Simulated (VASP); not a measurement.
A run of VASP 6.6.1 is set up as follows.

The input INCAR:

```
PREC = Accurate ; ENCUT = 520
EDIFF = 1E-7 ; ISMEAR = -1
SIGMA = 0.05 ; LREAL = False
LASPH = True ; NELM = 60
ALGO = Normal ; ISIF = 2
LWAVE = False ; LCHARG = False
GGA = PE ; NBANDS = 28
```

Contents of KPOINTS:

```
Automatic mesh
0
Gamma
  6 6 6
```

File POSCAR:

```
K3Ge
1.0
    0.0000000000      4.3110110000      4.3110110000
    4.3110110000      0.0000000000      4.3110110000
    4.3110110000      4.3110110000      0.0000000000
Ge K
1 3
Direct
    0.0077680000     -0.0133230000      0.0036680000
    0.5015600000      0.5052580000      0.4961170000
    0.7399160000      0.7437120000      0.7507880000
    0.2448080000      0.2528900000      0.2555680000
```

Potentials or basis: VASP PAW PBE potentials, release 64 (Ge_d, K_sv).

Command:

```sh
$ cat potpaw_PBE.64/Ge_d/POTCAR potpaw_PBE.64/K_sv/POTCAR > POTCAR
$ mpirun -np 1 vasp_std > vasp.out
```

(1) Predict the largest force.

(2) What does it give for the band gap on the k mesh?

(3) What does it give for the pressure?

Answers

(1) 0.108 eV/Å.

(2) none (metal or under the smearing width).

(3) 0.1 GPa.
